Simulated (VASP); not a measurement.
Computed with PBE GGA, VASP's PBE PAW potentials (set 64) (plane waves; VASP).

A VASP calculation is set up with these files.

File KPOINTS:
```
Automatic mesh
0
Gamma
7 7 6
0 0 0
```

### INCAR
```
ALGO  =  Normal
EDIFF  =  1E-6
ENCUT  =  400
GGA  =  PE
ISIF  =  2
ISMEAR  =  2
LASPH  =  .TRUE.
LCHARG  =  .FALSE.
LMAXMIX  =  4
LREAL  =  .FALSE.
LWAVE  =  .FALSE.
NELM  =  100
PREC  =  Accurate
SIGMA  =  0.5
SYSTEM  =  Ga
```

File POSCAR:
```
Ga
1.0
  2.2570970000  -3.7779720000   0.0000000000
  2.2570970000   3.7779720000   0.0000000000
  0.0000000000   0.0000000000   4.4722770000
Ga
4
direct
  0.1549000000   0.8451000000   0.9190000000
  0.3451000000   0.6549000000   0.4190000000
  0.6549000000   0.3451000000   0.5810000000
  0.8549790000   0.1647790000   0.0810000000
```

POTCAR, in this order: Ga_d (PBE.64 set). Program: vasp_std.

What will the output report for the number of irreducible k-points (NKPTS), number of bands (NBANDS), largest plane-wave count, number of space-group operations, FFT grid (NGX, NGY, NGZ)?

The number of irreducible k-points (NKPTS) is 148. The number of bands (NBANDS) comes out as 31 and the largest plane-wave count is 1415. The number of space-group operations comes out as 1 and the FFT grid (NGX, NGY, NGZ) is 30 × 30 × 30.

The compound is Ga in the alpha structure. The cell was not relaxed at this level, atoms are displaced from their ideal sites. The run is one of a series of settings (ISMEAR = 2, SIGMA = 0.5 against the base run), some of them coarse on purpose.
